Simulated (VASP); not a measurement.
Method: PBEsol GGA, VASP's PBE PAW potentials (set 64) (plane waves; VASP 6.6.1).

A VASP calculation is set up with these files.

**KPOINTS**
```
Automatic mesh
0
Gamma
8 8 8
0 0 0
```

POSCAR:
```
InSb
1.0
  0.0000000000   2.9262191626   2.9262191626
  2.9262191626   0.0000000000   2.9262191626
  2.9262191626   2.9262191626   0.0000000000
In Sb
1 1
direct
  0.0000000000   0.0000000000   0.0000000000
  0.2500000000   0.2500000000   0.2500000000
```

INCAR:
```
# general
SYSTEM =InSb
PREC   =Accurate
ENCUT  =500
LREAL  =.False.
LASPH  =.True.

# electronic loop
EDIFF  =1E-6
NELM   =100
ALGO   =Normal
LMAXMIX=4

# smearing
ISMEAR =0
SIGMA  =0.05

# functional
GGA    =PS

# ions
IBRION =2
NSW    =40
ISIF   =3
EDIFFG =-0.02
PSTRESS=450

# output
LWAVE  =.False.
LCHARG =.False.
```

POTCAR, in this order: In_d Sb (PBE.64 set). Program: vasp_std.

Output

OSZICAR:
```
       N       E                     dE             d eps       ncg     rms          rms(c)
DAV:   1     0.115025345318E+03    0.11503E+03   -0.81307E+03   754   0.147E+03
DAV:   2     0.753561431187E+00   -0.11427E+03   -0.11132E+03   809   0.329E+02
DAV:   3    -0.643964577851E+01   -0.71932E+01   -0.71249E+01   964   0.870E+01
DAV:   4    -0.662123460290E+01   -0.18159E+00   -0.18154E+00   905   0.155E+01
DAV:   5    -0.663035090394E+01   -0.91163E-02   -0.91161E-02  1075   0.300E+00    0.675E+00
DAV:   6    -0.642926560539E+01    0.20109E+00   -0.24852E-01   999   0.118E+01    0.376E+00
DAV:   7    -0.637365772952E+01    0.55608E-01   -0.14535E-01   976   0.545E+00    0.942E-01
DAV:   8    -0.637221607505E+01    0.14417E-02   -0.13596E-02  1026   0.186E+00    0.546E-01
DAV:   9    -0.637240073785E+01   -0.18466E-03   -0.88053E-04   850   0.260E-01    0.132E-01
DAV:  10    -0.637241909779E+01   -0.18360E-04   -0.57196E-05  1187   0.117E-01    0.616E-02
DAV:  11    -0.637242884658E+01   -0.97488E-05   -0.21124E-05   819   0.671E-02    0.271E-02
DAV:  12    -0.637242930749E+01   -0.46090E-06   -0.71549E-07   622   0.143E-02
   1 F= 0.77027027E+01 E0= 0.77027027E+01  d E =0.770270E+01
       N       E                     dE             d eps       ncg     rms          rms(c)
DAV:   1    -0.266546044424E+02   -0.20282E+02   -0.38422E+02   954   0.338E+02    0.500E+01
DAV:   2    -0.742211269223E+00    0.25912E+02   -0.97994E+01   829   0.380E+02    0.104E+01
DAV:   3     0.214875519035E+00    0.95709E+00   -0.59917E+00   784   0.257E+01    0.817E+00
DAV:   4     0.560948711855E+00    0.34607E+00   -0.14006E+00   809   0.129E+01    0.385E+00
DAV:   5     0.538592868807E+00   -0.22356E-01   -0.10804E-01   992   0.344E+00    0.203E+00
DAV:   6     0.534053386931E+00   -0.45395E-02   -0.27345E-02   995   0.255E+00    0.478E-01
DAV:   7     0.534356462071E+00    0.30308E-03   -0.28005E-03  1163   0.115E+00    0.268E-01
DAV:   8     0.534296438286E+00   -0.60024E-04   -0.18029E-04   947   0.152E-01    0.845E-02
DAV:   9     0.534335829069E+00    0.39391E-04   -0.79482E-05  1002   0.257E-01    0.319E-02
DAV:  10     0.534334930240E+00   -0.89883E-06   -0.50241E-06   817   0.211E-02
   2 F= 0.10348892E+02 E0= 0.10349388E+02  d E =0.264619E+01
       N       E                     dE             d eps       ncg     rms          rms(c)
DAV:   1    -0.173877721925E+02   -0.17922E+02   -0.39440E+02   959   0.631E+02    0.390E+01
DAV:   2    -0.807244095392E+01    0.93153E+01   -0.25668E+01   973   0.103E+02    0.887E+00
DAV:   3    -0.594562202359E+01    0.21268E+01   -0.48940E+00  1094   0.448E+01    0.150E+01
DAV:   4    -0.570692590829E+01    0.23870E+00   -0.58041E-01   814   0.723E+00    0.337E+00
DAV:   5    -0.560227115123E+01    0.10465E+00   -0.36148E-01   969   0.160E+01    0.394E+00
DAV:   6    -0.560410013167E+01   -0.18290E-02   -0.24337E-02   817   0.139E+00    0.495E-01
DAV:   7    -0.560335924465E+01    0.74089E-03   -0.14675E-03  1124   0.359E-01    0.346E-01
DAV:   8    -0.560234891017E+01    0.10103E-02   -0.13608E-03  1007   0.461E-01    0.488E-01
DAV:   9    -0.560232014918E+01    0.28761E-04   -0.88457E-05  1191   0.198E-01    0.315E-01
DAV:  10    -0.560232053896E+01   -0.38979E-06   -0.18497E-06   830   0.187E-02
   3 F= 0.75149596E+01 E0= 0.75149596E+01  d E =-.187743E+00
       N       E                     dE             d eps       ncg     rms          rms(c)
DAV:   1    -0.552744541690E+01    0.74875E-01   -0.16393E-01   959   0.966E+00    0.614E-01
DAV:   2    -0.552134153404E+01    0.61039E-02   -0.13113E-02   944   0.328E+00    0.205E-01
DAV:   3    -0.552038294689E+01    0.95859E-03   -0.25059E-03  1040   0.129E+00    0.104E-01
DAV:   4    -0.552035769112E+01    0.25256E-04   -0.13893E-04   814   0.124E-01    0.684E-02
DAV:   5    -0.552034027419E+01    0.17417E-04   -0.23265E-05   917   0.540E-02    0.308E-02
DAV:   6    -0.552034085760E+01   -0.58341E-06   -0.36692E-06  1033   0.193E-02
   4 F= 0.75125678E+01 E0= 0.75125678E+01  d E =-.190135E+00
       N       E                     dE             d eps       ncg     rms          rms(c)
DAV:   1    -0.548281389427E+01    0.37526E-01   -0.35757E-02   964   0.454E+00    0.269E-01
DAV:   2    -0.548148249794E+01    0.13314E-02   -0.28606E-03   939   0.152E+00    0.884E-02
DAV:   3    -0.548127643939E+01    0.20606E-03   -0.54896E-04  1058   0.602E-01    0.559E-02
DAV:   4    -0.548127216918E+01    0.42702E-05   -0.29922E-05   809   0.570E-02    0.380E-02
DAV:   5    -0.548126950902E+01    0.26602E-05   -0.54258E-06   899   0.260E-02    0.159E-02
DAV:   6    -0.548127006927E+01   -0.56026E-06   -0.53562E-07   417   0.855E-03
   5 F= 0.75123328E+01 E0= 0.75123328E+01  d E =-.190370E+00
```

OUTCAR:
```
------------------------ aborting loop because EDIFF is reached ----------------------------------------
  FORCE on cell =-STRESS in cart. coord.  units (eV):
  Direction    XX          YY          ZZ          XY          YZ          ZX
  --------------------------------------------------------------------------------------
  Total       13.0153596     13.0153596     13.0153596     -0.0000000      0.0000000     -0.0000000
  in kB      450.7534893    450.7534893    450.7534893     -0.0000000      0.0000000     -0.0000000
  external PRESSURE =       0.7534893 kB  Pullay stress =     450.0000000 kB
  volume of cell :       46.26
      direct lattice vectors                 reciprocal lattice vectors
    -0.000000000  2.849263102  2.849263102    -0.175483970  0.175483970  0.175483970
     2.849263102 -0.000000000  2.849263102     0.175483970 -0.175483970  0.175483970
     2.849263102  2.849263102  0.000000000     0.175483970  0.175483970 -0.175483970
  FREE ENERGIE OF THE ION-ELECTRON SYSTEM (eV)
  ---------------------------------------------------
  free  energy   TOTEN  =        -5.4812700693 eV

  energy  without entropy=       -5.4812700166  energy(sigma->0) =       -5.48127004
  enthalpy is  TOTEN    =         7.5123328044 eV   P V=       12.9936028737

 reached required accuracy - stopping structural energy minimisation
```
(Selected blocks of OUTCAR.)

File CONTCAR:
```
InSb
   1.00000000000000
    -0.0000000000000000    2.8492631023128592    2.8492631023128592
     2.8492631023128592   -0.0000000000000000    2.8492631023128592
     2.8492631023128592    2.8492631023128592    0.0000000000000000
  In              Sb
     1     1
Direct
     0.0000000000000000    0.0000000000000000    0.0000000000000000
     0.2500000000000000    0.2500000000000000    0.2500000000000000
```

Energy and stress use the plane-wave basis of the starting cell.

The structure was generated: InSb was put into the zinc blende type (F-43m), which need not be its known phase. This run relaxes it under an external pressure of 45 GPa. Symmetry was kept, so distortions that lower it aren't found.
